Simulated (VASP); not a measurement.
Data:

```
HfO2
1.0
    3.56125     0.00000     0.00000
    0.00000     3.56125     0.00000
    0.00000     0.00000     5.17077
Hf O
2 4
Cartesian
  0.00000   0.00000   0.00000
  1.78062   1.78062   2.58538
  0.00000   1.78062   1.01893
  0.00000   1.78062   3.60432
  1.78062   3.56125   1.56645
  1.78062   3.56125   4.15184
```

Calculation: r2SCAN meta-GGA, VASP's PBE PAW potentials (set 64) (plane waves; VASP 6.6.1). Settings: 520 eV cut-off, 7×7×5 Γ-centred mesh, tetrahedra with Blöchl corrections, potentials Hf_pv O.

The cores are frozen, which limits the accuracy of field gradients.

### Question
Give the principal components of the electric field gradient (V/Å²) and the asymmetry η at each nucleus.

### Answer

| atom | Vxx | Vyy | Vzz | η |
|---|---|---|---|---|
| Hf1 | -62.9 | -62.9 | 125.9 | 0.00 |
| Hf2 | -62.9 | -62.9 | 125.9 | 0.00 |
| O3 | -5.4 | -5.1 | 10.5 | 0.03 |
| O4 | -5.4 | -5.1 | 10.5 | 0.03 |
| O5 | -5.4 | -5.1 | 10.5 | 0.03 |
| O6 | -5.4 | -5.1 | 10.5 | 0.03 |

The structure was generated: HfO2 was put into the tetragonal-ZrO2 type (P4_2/nmc), which need not be its known phase. It was relaxed first.
